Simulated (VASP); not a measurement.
Given:

```
CELL_PARAMETERS angstrom
      0.00000     2.08246     2.08246
      2.08246     0.00000     2.08246
      2.08246     2.08246     0.00000
ATOMIC_POSITIONS crystal
  Au 0.00000 0.00000 0.00000
```

Calculation: PW91 GGA, VASP's PBE PAW potentials (set 64) (plane waves; VASP). Settings: 520 eV cut-off, Gaussian smearing of 0.050 eV, potentials Au.

Question: Give the energies of bands 1 to 7 at the high-symmetry points, in eV from the Fermi level.

Answer: 
```json
[
 {"band": "1", "Γ": "-9.30", "X": "-6.61", "U": "-6.06", "L": "-6.87", "W": "-5.59"},
 {"band": "2", "Γ": "-4.46", "X": "-6.33", "U": "-5.48", "L": "-4.49", "W": "-4.87"},
 {"band": "3", "Γ": "-4.46", "X": "-2.04", "U": "-3.65", "L": "-4.49", "W": "-4.87"},
 {"band": "4", "Γ": "-4.46", "X": "-1.70", "U": "-2.81", "L": "-1.99", "W": "-3.21"},
 {"band": "5", "Γ": "-3.09", "X": "-1.70", "U": "-2.11", "L": "-1.99", "W": "-1.70"},
 {"band": "6", "Γ": "-3.09", "X": "1.14", "U": "3.62", "L": "-0.72", "W": "4.38"},
 {"band": "7", "Γ": "14.54", "X": "5.29", "U": "4.50", "L": "2.74", "W": "6.08"}
]
```

It has no gap at this level: it comes out as a metal or semimetal.

The compound is Au in the fcc structure. It was relaxed first, which changed the volume by +6 %.
